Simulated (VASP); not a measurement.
Method: LDA (Ceperley-Alder, Perdew-Zunger), VASP's LDA PAW potentials (set 64) (plane waves; VASP).

VASP input:

File POSCAR:
```
NiGe
1
    5.3296500000     0.0000000000     0.0000000000
    0.0000000000     3.4509200000     0.0000000000
    0.0000000000     0.0000000000     5.7707300000
Ni Ge
4 4
Direct
  0.5055400000   0.2500000000   0.6907300000
  0.4944600000   0.7500000000   0.3092700000
  0.9944600000   0.7500000000   0.1907300000
  0.0055400000   0.2500000000   0.8092700000
  0.6896600000   0.2500000000   0.0869800000
  0.3103400000   0.7500000000   0.9130200000
  0.8103400000   0.7500000000   0.5869800000
  0.1896600000   0.2500000000   0.4130200000
```

### INCAR
```
# general
SYSTEM   =  NiGe
PREC     =  Accurate
ENCUT    =  300   # plane-wave cut-off (eV)
LREAL    =  F
LASPH    =  T

# electronic loop
EDIFF    =  1E-6   # SCF stop (eV)
NELM     =  100
ALGO     =  Normal
LMAXMIX  =  4

# smearing
ISMEAR   =  -1
SIGMA    =  0.05   # width (eV)

# ions
ISIF     =  2   # forces and stress, cell fixed

# output
LWAVE    =  F
LCHARG   =  F
```

KPOINTS:
```
kpoints
0
Gamma
  3 4 2
0.5 0.5 0.5
```

POTCAR, in this order: Ni Ge_d (LDA.64 set). Program: vasp_std.

Output

File OSZICAR:
```
       N       E                     dE             d eps       ncg     rms          rms(c)
DAV:   1     0.852719814782E+03    0.85272E+03   -0.29210E+04   496   0.319E+03
DAV:   2     0.114719653093E+03   -0.73800E+03   -0.71229E+03   456   0.766E+02
DAV:   3    -0.446744984559E+02   -0.15939E+03   -0.15119E+03   456   0.224E+02
DAV:   4    -0.551184036988E+02   -0.10444E+02   -0.10253E+02   536   0.662E+01
DAV:   5    -0.553442234259E+02   -0.22582E+00   -0.22553E+00   496   0.104E+01    0.222E+01
DAV:   6    -0.613694181827E+02   -0.60252E+01   -0.83413E+01   503   0.879E+01    0.294E+01
DAV:   7    -0.505183104390E+02    0.10851E+02   -0.28633E+01   485   0.596E+01    0.340E+00
DAV:   8    -0.506157116326E+02   -0.97401E-01   -0.36749E+00   536   0.112E+01    0.340E+00
DAV:   9    -0.505109126168E+02    0.10480E+00   -0.60160E-01   519   0.712E+00    0.451E-01
DAV:  10    -0.505106944599E+02    0.21816E-03   -0.40857E-02   488   0.188E+00    0.276E-01
DAV:  11    -0.505101074608E+02    0.58700E-03   -0.24772E-03   622   0.399E-01    0.119E-01
DAV:  12    -0.505101227187E+02   -0.15258E-04   -0.25758E-04   519   0.120E-01    0.427E-02
DAV:  13    -0.505101068762E+02    0.15843E-04   -0.40963E-05   624   0.647E-02    0.685E-03
DAV:  14    -0.505101074164E+02   -0.54017E-06   -0.10508E-05   422   0.173E-02    0.207E-03
DAV:  15    -0.505101074444E+02   -0.28022E-07   -0.59260E-07   236   0.724E-03
   1 F= -.50510107E+02 E0= -.50509972E+02  d E =-.270042E-03
```

OUTCAR:
```
------------------------ aborting loop because EDIFF is reached ----------------------------------------
  FORCE on cell =-STRESS in cart. coord.  units (eV):
  Direction    XX          YY          ZZ          XY          YZ          ZX
  --------------------------------------------------------------------------------------
  Total       -5.5809208     -5.2108931     -4.7944074      0.0000000      0.0000000      0.0000000
  in kB      -84.2465458    -78.6608093    -72.3737681      0.0000000      0.0000000      0.0000000
  external PRESSURE =     -78.4270410 kB  Pullay stress =       0.0000000 kB
  volume of cell :      106.14
      direct lattice vectors                 reciprocal lattice vectors
     5.329650000  0.000000000  0.000000000     0.187629582  0.000000000  0.000000000
     0.000000000  3.450920000  0.000000000     0.000000000  0.289777798  0.000000000
     0.000000000  0.000000000  5.770730000     0.000000000  0.000000000  0.173288301
 POSITION                                       TOTAL-FORCE (eV/Angst)
 -----------------------------------------------------------------------------------
      2.69435      0.86273      3.98602         0.007074     -0.000000      0.096757
      2.63530      2.58819      1.78471        -0.007074      0.000000     -0.096757
      5.30012      2.58819      1.10065        -0.007074      0.000000      0.096757
      0.02953      0.86273      4.67008         0.007074     -0.000000     -0.096757
      3.67565      0.86273      0.50194         0.159223     -0.000000      0.078123
      1.65400      2.58819      5.26879        -0.159223     -0.000000     -0.078123
      4.31883      2.58819      3.38730        -0.159223     -0.000000      0.078123
      1.01082      0.86273      2.38343         0.159223     -0.000000     -0.078123
 -----------------------------------------------------------------------------------
    total drift:                                0.000000     -0.000000      0.000000
  FREE ENERGIE OF THE ION-ELECTRON SYSTEM (eV)
  ---------------------------------------------------
  free  energy   TOTEN  =       -50.5101074444 eV

  energy  without entropy=      -50.5098374020  energy(sigma->0) =      -50.50997242
```
(Selected blocks of OUTCAR.)

At this cut-off the stress carries a Pulay error, which pulls relaxed volumes low.

The structure comes from a computed database's NiGe entry; how it stands against other phases isn't given here. The cell was not relaxed at this level. The k-mesh is coarse (spacing up to 0.54 per Å, 2π included), so the numbers may not be converged in it. The run is one of a series of settings (KPOINTS 3×4×2 Γ-centred mesh shifted by (0.5, 0.5, 0.5) against the base run), some of them coarse on purpose. The run is not spin-polarised, so no magnetic state was tried.
